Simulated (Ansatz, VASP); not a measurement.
# Si7Sn13O40 (glassy 65SnO2-35SiO2 (mol %)) in two plane-wave programs

One calculation is typed for both programs; each brings its own data sets. How far apart do they land? The structure shown is the start of the Ansatz relaxation below; VASP solves that cell, so the two are compared at the walk's first step.

Calculated with Ansatz 0.2.0; plane waves, with VASP 6.6.1 beside it; single point at PBE.

## Step 1: Set-up

The cell holds 60 atoms: 13 Sn, 7 Si and 40 O. Its edges and angles: a = 9.248 Å, b = 9.248 Å, c = 9.248 Å, α = 90.0°, β = 90.0°, γ = 90.0°. As first built, before any earlier steps moved the atoms (in the runner's words): 60 atoms (13 Sn, 7 Si, 40 O) placed at random at 4.63 g/cm^3, melted at 4000 K for 10 ps at fixed volume with the Morse and Coulomb pair potential with partial charges (Pedone, Malavasi, Menziani, Cormack and Segre, J. Phys. Chem. B 110, 11780 (2006)). Quenched from 4000 K to 300 K at 10 K/ps and fixed volume, held 10 ps at zero pressure, then minimised at fixed cell.

## Step 2: Ansatz: relaxation, PBE

Ansatz runs on its default PAW (the set named soft_2) files.

The two programs are compared at the cell with which this relaxation starts, whose forces are those of its first step.

Input file input.yaml:

```yaml
crystal:
  lattice:
    - [9.24821, 0.0, 0.0]
    - [0.0, 9.24821, 0.0]
    - [0.0, 0.0, 9.24821]
  atoms:
    - { symbol: Sn, position: [0.41165, 0.88224, 0.46254] }
    - { symbol: Sn, position: [0.03209, 0.7673, 0.37515] }
    - { symbol: Sn, position: [0.33267, 0.3088, 0.97586] }
    - { symbol: Sn, position: [0.00142, 0.40826, 0.13609] }
    - { symbol: Sn, position: [0.65901, 0.83528, 0.82401] }
    - { symbol: Sn, position: [0.62352, 0.48151, 0.95608] }
    - { symbol: Sn, position: [0.9365, 0.28352, 0.83204] }
    - { symbol: Sn, position: [0.32302, 0.65153, 0.18338] }
    - { symbol: Sn, position: [0.68949, 0.78515, 0.21582] }
    - { symbol: Sn, position: [0.32931, 0.92865, 0.88038] }
    - { symbol: Sn, position: [0.2799, 0.1641, 0.61589] }
    - { symbol: Sn, position: [0.56571, 0.10379, 0.12988] }
    - { symbol: Sn, position: [0.95618, 0.94835, 0.05312] }
    - { symbol: Si, position: [0.6776, 0.6253, 0.53523] }
    - { symbol: Si, position: [0.40436, 0.6164, 0.70494] }
    - { symbol: Si, position: [0.1088, 0.49299, 0.59953] }
    - { symbol: Si, position: [0.71857, 0.32557, 0.37867] }
    - { symbol: Si, position: [0.6575, 0.14135, 0.62673] }
    - { symbol: Si, position: [0.00473, 0.94424, 0.72525] }
    - { symbol: Si, position: [0.2065, 0.12, 0.25614] }
    - { symbol: O, position: [0.28008, 0.08064, 0.40852] }
    - { symbol: O, position: [0.33587, 0.13884, 0.1307] }
    - { symbol: O, position: [0.52391, 0.65617, 0.25393] }
    - { symbol: O, position: [0.04243, 0.58224, 0.4729] }
    - { symbol: O, position: [0.75109, 0.18896, 0.48522] }
    - { symbol: O, position: [0.04149, 0.11523, 0.70063] }
    - { symbol: O, position: [0.91197, 0.77809, 0.1913] }
    - { symbol: O, position: [0.67738, 0.46346, 0.4831] }
    - { symbol: O, position: [0.53535, 0.93994, 0.29783] }
    - { symbol: O, position: [0.30452, 0.15245, 0.83521] }
    - { symbol: O, position: [0.6328, 0.96454, 0.64241] }
    - { symbol: O, position: [0.00961, 0.87074, 0.57142] }
    - { symbol: O, position: [0.67191, 0.6956, 0.00325] }
    - { symbol: O, position: [0.83288, 0.42648, 0.97935] }
    - { symbol: O, position: [0.25554, 0.77102, 0.36519] }
    - { symbol: O, position: [0.71509, 0.66389, 0.69803] }
    - { symbol: O, position: [0.86108, 0.91028, 0.83217] }
    - { symbol: O, position: [0.59675, 0.25997, 0.27552] }
    - { symbol: O, position: [0.11306, 0.90444, 0.86533] }
    - { symbol: O, position: [0.44433, 0.7504, 0.80872] }
    - { symbol: O, position: [0.48486, 0.48434, 0.7792] }
    - { symbol: O, position: [0.74856, 0.20767, 0.75572] }
    - { symbol: O, position: [0.48887, 0.6801, 0.55411] }
    - { symbol: O, position: [0.12936, 0.3687, 0.95254] }
    - { symbol: O, position: [0.95975, 0.15088, 0.99773] }
    - { symbol: O, position: [0.20837, 0.35385, 0.56764] }
    - { symbol: O, position: [0.53612, 0.9791, 0.94157] }
    - { symbol: O, position: [0.3974, 0.49861, 0.05009] }
    - { symbol: O, position: [0.7494, 0.98363, 0.12747] }
    - { symbol: O, position: [0.55152, 0.2792, 0.99296] }
    - { symbol: O, position: [0.09028, 0.99429, 0.2224] }
    - { symbol: O, position: [0.23778, 0.5963, 0.67985] }
    - { symbol: O, position: [0.75138, 0.73007, 0.42097] }
    - { symbol: O, position: [0.98213, 0.43636, 0.69728] }
    - { symbol: O, position: [0.49479, 0.19343, 0.60225] }
    - { symbol: O, position: [0.31924, 0.94414, 0.64724] }
    - { symbol: O, position: [0.13162, 0.27117, 0.242] }
    - { symbol: O, position: [0.12613, 0.57564, 0.17968] }
    - { symbol: O, position: [0.84416, 0.38192, 0.27631] }
    - { symbol: O, position: [0.31147, 0.82389, 0.06547] }
kpoints:
  mp_grid: { grid: [1, 1, 1] }
hamiltonian:
  xc: pbe
scf:
  occupations: { method: fixed }
output:
  forces: true
relax:
  f_tol: 0.05
  max_steps: 150
  cell: {}
```

The run is started by

```sh
> ansatz run input.yaml --threads 4 --pin off --max-ram 8192MiB --backend cpu --events-out ev --progress --plain --runs-dir out
```

Numbers of over 12 decimals in the logs are rounded to 6 here.

The program printed:

```text
Engine: ansatz 0.2.0, aarch64-unknown-linux-gnu
Pseudopotentials: kind: paw
Pseudopotential: Sn, paw, valence charge 14, recommended cutoff 420 eV (normal), Sn.paw.azcp
Pseudopotential: Si, paw, valence charge 4, recommended cutoff 420 eV (normal), Si.paw.azcp
Pseudopotential: O, paw, valence charge 6, recommended cutoff 420 eV (normal), O.paw.azcp
Functional definition: PBE
  parameter kappa = 0.804
  parameter beta = 0.066725
  exchange = pbe_x(kappa = kappa, mu = beta*pi^2/3)
  correlation = pbe_c(beta = beta)
Crystal: 60 atoms, lattice volume = 790.994 Å³
Basis set: ecut = 420 eV, 15515 PW (Γ), exchange–correlation on 128×128×128 points (8 copies of the dense FFT grid, shifted against one another)
Bands: 285, of which v1, the nominal top of the filled ones, is band 225 counted from 1 (224 counted from 0)
Symmetry: 1 space group operations
Space group: P1 (ITA 1), of the structure as read, at distance tolerance 9.2e-5 Å
k-points: 1
Non-local potential: Sn, projectors of the file, l = 0: 2, l = 1: 2, l = 2: 2, l = 3: 2
Non-local potential: Si, projectors of the file, l = 0: 2, l = 1: 2, l = 2: 2
Non-local potential: O, projectors of the file, l = 0: 2, l = 1: 2, l = 2: 1
PAW form: soft (Blöchl's): semilocal exchange-correlation on the pseudo side does not see the compensation charge
PAW one-centre angular grid: Sn, 590 points (default); XC on 64 Gauss nodes
PAW one-centre angular grid: Si, 110 points (default); XC on 64 Gauss nodes
PAW one-centre angular grid: O, 110 points (default); XC on 64 Gauss nodes
Initial density: superposition of atomic densities (neutral atoms: chi_scale 0, normalization atom), corrected by the library's trained network
Initial wavefunctions: pseudopotential atomic-orbital guess
Functional: x = pbe(κ = 0.804, μ = 0.219515), c = pbe(β = 0.066725)
SCF iter   1: F=—  HF=-105469.460582 eV  |F-HF|=—  |Δ(HF+E_count)|=         —  Δρ=3.89e-3  dr2=1.22e-1  ethr=1.77e-3  ⟨swp⟩=4.0  Hψ=949  notcnv=0  defer=58
preconditioner: auto → Resta (q_TF=auto, 2.484 Å⁻¹)  ε∞=3.3  [insulator: Δε(μ)=0.773 eV  Ē_g=18.421 eV  n_scr=202 (ndim 8)  ℏωp=28.0 eV  f_vac=0.121  ε∞_Penn≈3.3]
SCF iter   2: F=—  HF=-105469.452938 eV  |F-HF|=—  |Δ(HF+E_count)|=   7.64e-3  Δρ=2.00e-3  dr2=2.53e-2  ethr=2.71e-5  ⟨swp⟩=2.0  Hψ=416  notcnv=0  defer=58
SCF iter   3: F=—  HF=-105469.451414 eV  |F-HF|=—  |Δ(HF+E_count)|=   1.52e-3  Δρ=8.54e-4  dr2=7.03e-3  ethr=5.63e-6  ⟨swp⟩=2.0  Hψ=353  notcnv=0  defer=58
SCF iter   4: F=—  HF=-105469.450792 eV  |F-HF|=—  |Δ(HF+E_count)|=   6.22e-4  Δρ=2.89e-4  dr2=7.06e-4  ethr=1.56e-6  ⟨swp⟩=2.0  Hψ=353  notcnv=0  defer=58
SCF iter   5: F=—  HF=-105469.450812 eV  |F-HF|=—  |Δ(HF+E_count)|=   2.03e-5  Δρ=1.39e-4  dr2=1.55e-4  ethr=1.57e-7  ⟨swp⟩=2.0  Hψ=353  notcnv=0  defer=57
SCF iter   6: F=—  HF=-105469.450863 eV  |F-HF|=—  |Δ(HF+E_count)|=   5.05e-5  Δρ=6.00e-5  dr2=2.70e-5  ethr=3.45e-8  ⟨swp⟩=2.0  Hψ=386  notcnv=0  defer=55
SCF iter   7: F=—  HF=-105469.452591 eV  |F-HF|=—  |Δ(HF+E_count)|=   1.73e-3  Δρ=2.57e-5  dr2=4.92e-6  ethr=5.99e-9  ⟨swp⟩=2.0  Hψ=455  notcnv=0  defer=55
SCF iter   8: F=—  HF=-105469.452593 eV  |F-HF|=—  |Δ(HF+E_count)|=   2.07e-6  Δρ=1.04e-5  dr2=9.15e-7  ethr=1.09e-9  ⟨swp⟩=2.0  Hψ=386  notcnv=0  defer=55
SCF iter   9: F=—  HF=-105469.452594 eV  |F-HF|=—  |Δ(HF+E_count)|=   5.13e-7  Δρ=4.51e-6  dr2=1.63e-7  ethr=2.03e-10  ⟨swp⟩=2.0  Hψ=390  notcnv=0  defer=55
SCF iter  10: F=-105469.452594 eV  HF=-105469.452594 eV  |F-HF|=8.93e-9  |Δ(HF+E_count)|=   6.79e-8  Δρ=1.98e-6  dr2=3.06e-8  ethr=2.22e-11  ⟨swp⟩=4.0  Hψ=858  notcnv=0
SCF 1 converged in 10 iterations: F = -105469.452594 eV  dr2 = 3.06e-8
  greatest PAW one-centre occupation: 0.996 electrons in one spin orbital (limit 2), on the Sn atom at site 2 (counted from 0), in its partial waves of l = 2
relax step   1: F+E_penalty+E_count = -105469.45259394 eV  Δ(F+E_penalty+E_count) = +0.000e0 eV  max|allowed force component| = 2.048e0 eV/Å  Δτ_max = 0.0000 Å  P = +5.461 GPa  Ω = 790.994 Å³  (10 SCF iters, dr2 threshold 1.00e-7 eV, accepted)
Crystal: 60 atoms, lattice volume = 796.415 Å³
Basis set: ecut = 420 eV, 15575 PW (Γ), exchange–correlation on 128×128×128 points (8 copies of the dense FFT grid, shifted against one another)
Initial density: handed on by an earlier stage of this run
Initial wavefunctions: those handed on with the density
iter 1 solved again at ethr=2.54e-4 eV; its pass at ethr=3.10e-3 eV (dr2=1.14e0 eV) is discarded
SCF iter   1: F=—  HF=-105471.582841 eV  |F-HF|=—  |Δ(HF+E_count)|=         —  Δρ=1.70e-2  dr2=1.15e0  ethr=2.54e-4  ⟨swp⟩=1.0  Hψ=1188  notcnv=0  defer=57
preconditioner: auto → Resta (q_TF=auto, 2.481 Å⁻¹)  ε∞=3.3  [insulator: Δε(μ)=0.655 eV  Ē_g=18.264 eV  n_scr=202 (ndim 8)  ℏωp=27.9 eV  f_vac=0.119  ε∞_Penn≈3.3]
[...]
--- Forces (eV/Å), atoms counted from 1 ---
  atom   1  Sn    -0.00308931    -0.00464781     0.00175974
  atom   2  Sn     0.00212117     0.00291783    -0.00842463
  atom   3  Sn     0.00395025    -0.00958384     0.00039613
  atom   4  Sn     0.00027416    -0.00875719     0.01662277
  atom   5  Sn     0.00648012     0.00142425     0.00358859
  atom   6  Sn     0.00111160     0.01165976     0.00519209
  atom   7  Sn    -0.00662119    -0.01279089    -0.01022234
  atom   8  Sn     0.00193357     0.00901381     0.00343897
  atom   9  Sn     0.00188350    -0.00299357    -0.00067352
  atom  10  Sn     0.00246125     0.00160455    -0.00044319
  atom  11  Sn     0.00135227     0.00728893     0.00969482
  atom  12  Sn    -0.00096116    -0.00052353     0.00079014
  atom  13  Sn    -0.00704606    -0.00908032    -0.00502611
  atom  14  Si    -0.00246500     0.00987076    -0.01026556
  atom  15  Si     0.00380690    -0.01478513     0.01001949
  atom  16  Si    -0.00476838    -0.00577358    -0.01470412
  atom  17  Si    -0.00639295    -0.00056006    -0.00252712
  atom  18  Si    -0.00582784    -0.00659099    -0.00392842
  atom  19  Si    -0.00742799    -0.00388976     0.00354135
  atom  20  Si    -0.00282703    -0.00980415    -0.00538900
  atom  21  O      0.00048314     0.00735224     0.00212580
  atom  22  O      0.00001183    -0.00422210    -0.00371791
  atom  23  O     -0.00762404    -0.00136881    -0.00101417
  atom  24  O      0.00095272    -0.00001493     0.00493471
[...]
atom  53  O     -0.00042378    -0.00175616     0.01065439
  atom  54  O     -0.00001609     0.00246408    -0.00546233
  atom  55  O      0.00573570     0.00293511     0.00568365
  atom  56  O     -0.00016238     0.00255733    -0.00352865
  atom  57  O      0.00590769     0.00928161     0.00691476
  atom  58  O     -0.00236571    -0.00089737    -0.00142661
  atom  59  O      0.00080180    -0.00135642    -0.00167206
  atom  60  O      0.00559861    -0.00806821     0.00645709
  max |Σ_I F_I| component: 1.12e-5 eV/Å
--- Stress (GPa, compression-positive) ---
        0.004298       0.001661      -0.002856
        0.001662      -0.016132       0.009798
       -0.002856       0.009797       0.006070
  P = ⅓ Tr σ = -0.0019 GPa (-0.019 kbar)
--- Relaxed structure (24 steps of the walk, 23 accepted, 3 SCFs on fresh bases) ---
  F+E_penalty+E_count = -105472.78069518 eV   max|allowed force component| = 1.662e-2 eV/Å   (the final SCF, on the basis selected at the relaxed cell)
  cell:  # Å, volume = 803.0187 Å³
    - [9.121450, -0.033156, 0.032017]
    - [-0.033156, 9.651477, -0.370889]
    - [0.032017, -0.370889, 9.136007]
  atoms:
    - { symbol: Sn, position: [0.410782, 0.890621, 0.477880] }
    - { symbol: Sn, position: [0.021001, 0.729204, 0.387050] }
    - { symbol: Sn, position: [0.312378, 0.301163, 1.020542] }
    - { symbol: Sn, position: [-0.00524039, 0.401989, 0.156446] }
    - { symbol: Sn, position: [0.662284, 0.834994, 0.796669] }
    - { symbol: Sn, position: [0.600062, 0.512703, 0.981613] }
    - { symbol: Sn, position: [0.919454, 0.284054, 0.833166] }
    - { symbol: Sn, position: [0.314345, 0.662498, 0.170723] }
    - { symbol: Sn, position: [0.691880, 0.783835, 0.205454] }
    - { symbol: Sn, position: [0.334662, 0.951885, 0.909905] }
    - { symbol: Sn, position: [0.268931, 0.168327, 0.627515] }
    - { symbol: Sn, position: [0.659170, 0.149931, 0.056403] }
    - { symbol: Sn, position: [0.958744, 0.962604, 0.061532] }
    - { symbol: Si, position: [0.679225, 0.611702, 0.518983] }
    - { symbol: Si, position: [0.416787, 0.616333, 0.702264] }
    - { symbol: Si, position: [0.109815, 0.480345, 0.616445] }
    - { symbol: Si, position: [0.736735, 0.302336, 0.384931] }
    - { symbol: Si, position: [0.638760, 0.138711, 0.628722] }
    - { symbol: Si, position: [0.00745182, 0.953539, 0.725243] }
    - { symbol: Si, position: [0.232784, 0.126552, 0.250267] }
    - { symbol: O, position: [0.296248, 0.081771, 0.407492] }
    - { symbol: O, position: [0.350992, 0.101220, 0.111144] }
    - { symbol: O, position: [0.543387, 0.612322, 0.191488] }
    - { symbol: O, position: [0.031514, 0.559619, 0.490092] }
    - { symbol: O, position: [0.750640, 0.179733, 0.497668] }
    - { symbol: O, position: [0.032448, 0.121687, 0.700465] }
    - { symbol: O, position: [0.926138, 0.794858, 0.195066] }
    - { symbol: O, position: [0.680597, 0.446364, 0.476425] }
    - { symbol: O, position: [0.523652, 0.889069, 0.298837] }
    - { symbol: O, position: [0.298116, 0.159443, 0.848595] }
    - { symbol: O, position: [0.611449, 0.963310, 0.616367] }
    - { symbol: O, position: [0.00538099, 0.863090, 0.571097] }
    - { symbol: O, position: [0.686532, 0.717041, -0.020299] }
    - { symbol: O, position: [0.813412, 0.431840, 1.006556] }
    - { symbol: O, position: [0.252060, 0.761009, 0.372853] }
    - { symbol: O, position: [0.747866, 0.675139, 0.672801] }
    - { symbol: O, position: [0.858156, 0.930541, 0.829772] }
    - { symbol: O, position: [0.625860, 0.253459, 0.252935] }
    - { symbol: O, position: [0.108460, 0.927196, 0.878673] }
    - { symbol: O, position: [0.440515, 0.769246, 0.795925] }
    - { symbol: O, position: [0.522600, 0.504956, 0.771429] }
    - { symbol: O, position: [0.723036, 0.194120, 0.781555] }
    - { symbol: O, position: [0.495341, 0.656021, 0.536922] }
    - { symbol: O, position: [0.097934, 0.346772, 0.966984] }
[...]
- { symbol: O, position: [0.769660, 0.693000, 0.390923] }
    - { symbol: O, position: [0.973785, 0.443615, 0.723415] }
    - { symbol: O, position: [0.483084, 0.210472, 0.608217] }
    - { symbol: O, position: [0.294357, 0.955998, 0.655826] }
    - { symbol: O, position: [0.205634, 0.296668, 0.227679] }
    - { symbol: O, position: [0.100679, 0.583218, 0.206522] }
    - { symbol: O, position: [0.903053, 0.327969, 0.325154] }
    - { symbol: O, position: [0.278982, 0.824123, 0.063450] }
```

In the SCF lines HF is the Harris–Foulkes energy and dr2 the Hartree energy of the density residual, in eV; the loop may stop once dr2 is under the threshold and the program's other checks hold. Hψ counts applications of the Hamiltonian.

(Continued in part 2 of 2.)

[Lines on the potential files, build, host, timing and source positions are cut from VASP's logs without a mark.]

[Logs are printed without paths, hosts, clocks, repeated set-up lines and the standing remarks that a program may print on its own settings, such as how far it seeks lower states.]

[Hosts, paths, dates, database ids (printed as entryN), source tags and the programs' standing remarks are cut or masked in the printed files.]
